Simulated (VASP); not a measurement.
Set up this calculation in VASP 6.6.1, as the native input.

```
Task                   : band structure
Functional             : PBE
Potentials or basis    : VASP PAW PBE potentials, release 64 (Hf_pv, In_d, Si, O)
Cutoff                 : 520 eV
k mesh                 : 6 × 6 × 3
Occupations            : fermi-dirac, width 0.05 eV
Spin                   : no spin polarisation
Further INCAR settings : ALGO = Fast; EDIFF = 1e-06
```

Crystal: HfIn4SiO6.

```
Hf In Si O
1.0
     5.33162    0.01593   -0.04837
    -2.57933    4.88198   -0.01914
    -1.51813   -1.22216    9.45525
Hf In Si O
1 4 1 6
Direct
  0.23802 0.06928 0.40279
  0.14547 0.57471 0.87038
  0.52445 0.72220 0.34881
  0.57313 0.31316 0.12096
  0.88250 0.38531 0.56415
  0.88112 0.94770 0.03773
  0.26442 0.40613 0.48868
  0.95713 0.78886 0.48788
  0.83989 0.63938 0.98584
  0.99055 0.00270 0.21370
  0.13665 0.20373 0.97864
  0.56667 0.94684 0.00044
```

The cell was built by a generator and needn't be a form met in nature.

The input as run:

POSCAR

```
HfIn4SiO6
1.0
    5.3316200000      0.0159300000     -0.0483700000
   -2.5793300000      4.8819800000     -0.0191400000
   -1.5181300000     -1.2221600000      9.4552500000
Hf In Si O
1 4 1 6
Direct
    0.2380200000      0.0692800000      0.4027900000
    0.1454700000      0.5747100000      0.8703800000
    0.5244500000      0.7222000000      0.3488100000
    0.5731300000      0.3131600000      0.1209600000
    0.8825000000      0.3853100000      0.5641500000
    0.8811200000      0.9477000000      0.0377300000
    0.2644200000      0.4061300000      0.4886800000
    0.9571300000      0.7888600000      0.4878800000
    0.8398900000      0.6393800000      0.9858400000
    0.9905500000      0.0027000000      0.2137000000
    0.1366500000      0.2037300000      0.9786400000
    0.5666700000      0.9468400000      0.0004400000
```

INCAR.step1

```
SYSTEM = HfIn4SiO6
  PREC = Accurate
  ENCUT = 520
  EDIFF = 1E-6
  ISMEAR = -1
  SIGMA = 0.05
  LREAL = .False.
  LASPH = .True.
  NELM = 100
  ALGO = Fast
  ISIF = 2
  LWAVE = .False.
  LCHARG = .True.
  LMAXMIX = 4
  GGA = PE
  KPAR = 4
```

KPOINTS.step1

```
Automatic mesh
0
Gamma
  6 6 3
  0 0 0
```

INCAR.step2

```
SYSTEM = HfIn4SiO6
  PREC = Accurate
  ENCUT = 520
  EDIFF = 1E-6
  ISMEAR = 0
  SIGMA = 0.05
  LREAL = .False.
  LASPH = .True.
  NELM = 100
  ALGO = Fast
  ISIF = 2
  LWAVE = .False.
  LCHARG = .False.
  LMAXMIX = 4
  GGA = PE
  KPAR = 4
  ICHARG = 11
```

KPOINTS.step2

```
path XGY,LGZ,NGM,RG
20
line-mode
reciprocal
 0.0000000000  0.0000000000 -0.5000000000  X
 0.0000000000  0.0000000000  0.0000000000  G

 0.0000000000  0.0000000000  0.0000000000  G
 0.0000000000  0.5000000000  0.0000000000  Y

 0.0000000000  0.5000000000 -0.5000000000  L
 0.0000000000  0.0000000000  0.0000000000  G

 0.0000000000  0.0000000000  0.0000000000  G
 0.5000000000 -0.5000000000  0.0000000000  Z

 0.5000000000 -0.5000000000 -0.5000000000  N
 0.0000000000  0.0000000000  0.0000000000  G

 0.0000000000  0.0000000000  0.0000000000  G
 0.5000000000  0.0000000000  0.0000000000  M

 0.5000000000  0.0000000000 -0.5000000000  R
 0.0000000000  0.0000000000  0.0000000000  G
```

Potentials or basis: VASP PAW PBE potentials, release 64 (Hf_pv, In_d, Si, O).

Run with:

```console
$ cat potpaw_PBE.64/Hf_pv/POTCAR potpaw_PBE.64/In_d/POTCAR potpaw_PBE.64/Si/POTCAR potpaw_PBE.64/O/POTCAR > POTCAR
$ cp INCAR.step1 INCAR
$ cp KPOINTS.step1 KPOINTS
$ mpirun -np 4 vasp_std > vasp.out
$ cp INCAR.step2 INCAR
$ cp KPOINTS.step2 KPOINTS
$ mpirun -np 4 vasp_std > vasp.out
```

It gave:

```
Band gap on the k mesh  : 1.10 eV, indirect (least direct gap 1.24 eV)
Band gap along the path : 1.05 eV, indirect (least direct gap 1.24 eV)
```

Caveat: the log is that of the step along the path at fixed density, whose energy, stress, charges and moments have no meaning; spin-orbit coupling is left out, which moves the levels of the heavy elements.

It took 15 min on 4 MPI ranks on Intel(R) Xeon(R) Platinum 8259CL CPU @ 2.50GHz (Skylake/Cascade Lake) (shared host), peak memory 1.6 GiB a rank.
